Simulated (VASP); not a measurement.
HgTe (zinc blende): the cohesive energy from VASP (plane waves, PAW) at several levels of theory. Atoms are spin-polarised in a large box without symmetry, with the spin fixed by Hund's rule, and may not be in the lowest state of each functional; no zero-point energy is added. Spin-orbit coupling is left out, which shifts such energies by up to tenths of an eV for the heavy elements here.

```tsv
level	cohesive energy (eV/atom)
LDA	2.28
PBE	1.46
PBEsol	1.83
RPBE	1.08
PBE-D3(BJ)	1.79
```

The cell of the LDA run:

```cif
data_Hg4Te4
_chemical_formula_sum 'Hg4 Te4'
_space_group_name_H-M_alt 'F-43m'
_space_group_IT_number 216
_space_group_name_Hall 'F -4 2 3'
_cell_length_a 6.44871
_cell_length_b 6.44871
_cell_length_c 6.44871
_cell_angle_alpha 90.000
_cell_angle_beta 90.000
_cell_angle_gamma 90.000
loop_
_atom_site_label
_atom_site_type_symbol
_atom_site_symmetry_multiplicity
_atom_site_Wyckoff_symbol
_atom_site_fract_x
_atom_site_fract_y
_atom_site_fract_z
_atom_site_occupancy
Hg1 Hg 4 a 0.00000 0.00000 0.00000 1
Te1 Te 4 d 0.75000 0.75000 0.75000 1
```
(The calculation used a cell of 2 atoms; values per cell refer to that cell.)

Only levels that ran to the end are used. Left out are those held back, those with too coarse a band path, GW runs whose mesh misses a band edge, hybrids' fits of cells that aren't cubic and levels without matching references; a question may draw on a part of the rest.
